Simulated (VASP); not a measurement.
BiS:

```
Bi S
1.0
     4.00294    0.00000    0.00000
     0.00000    4.00294    0.00000
     0.00000    0.00000    4.00294
Bi S
1 1
Direct
  0.50000 0.50000 0.50000
  0.00000 0.00000 0.00000
```

The cell was built by a generator and needn't be a form met in nature.

```yaml
Program: VASP 6.6.1
Task: relaxation of cell and atoms
Functional: PBE
Potentials_or_basis: VASP PAW PBE potentials, release 64 (Bi_d, S)
Cutoff: 600 eV
k_mesh: 7 × 7 × 7
Occupations: gaussian, width 0.05 eV
Spin: no spin polarisation
```

At the start: pressure -10.9 GPa; volume 32.07 Å³/atom.

**Question.** How do energy, volume and symmetry change on relaxing?

**Answer.** Over 14 steps the energy falls by 408.2 meV/atom and the volume is 23.29 Å³/atom (-27.4 %); space group Pm-3m (No. 221, to 0.05 Å).

Step by step:
| step | energy change (eV) | largest force (eV/Å) | pressure (GPa) | volume (Å³) |
| --- | --- | --- | --- | --- |
| 1 | 0.0000 | 0.0000 | -10.92 | 64.14 |
| 2 | -0.8142 | 0.0000 | 1.08 | 45.91 |
| 3 | -0.8165 | 0.0000 | 0.05 | 46.56 |
| 4 | -0.8161 | 0.0000 | -0.43 | 46.87 |
| 5 | -0.8161 | 0.0000 | -0.41 | 46.86 |
| 6 | -0.8162 | 0.0000 | -0.36 | 46.83 |
| 7 | -0.8162 | 0.0000 | -0.36 | 46.83 |
| 8 | -0.8162 | 0.0000 | -0.36 | 46.82 |
| 9 | -0.8162 | 0.0000 | -0.35 | 46.82 |
| 10 | -0.8162 | 0.0000 | -0.34 | 46.81 |
| 11 | -0.8163 | 0.0000 | -0.31 | 46.80 |
| 12 | -0.8163 | 0.0000 | -0.26 | 46.76 |
| 13 | -0.8164 | 0.0000 | -0.17 | 46.70 |
| 14 | -0.8165 | 0.0000 | 0.03 | 46.57 |

Final structure:
```yaml
crystal:
  lattice:
    - [3.59790, 0.00000, 0.00000]
    - [0.00000, 3.59790, 0.00000]
    - [0.00000, 0.00000, 3.59790]
  atoms:
    - { symbol: Bi, position: [0.50000, 0.50000, 0.50000] }
    - { symbol: S, position: [0.00000, 0.00000, 0.00000] }
```

Caveat: the volume moved by over 15 % at a fixed basis, so the end points are rough.
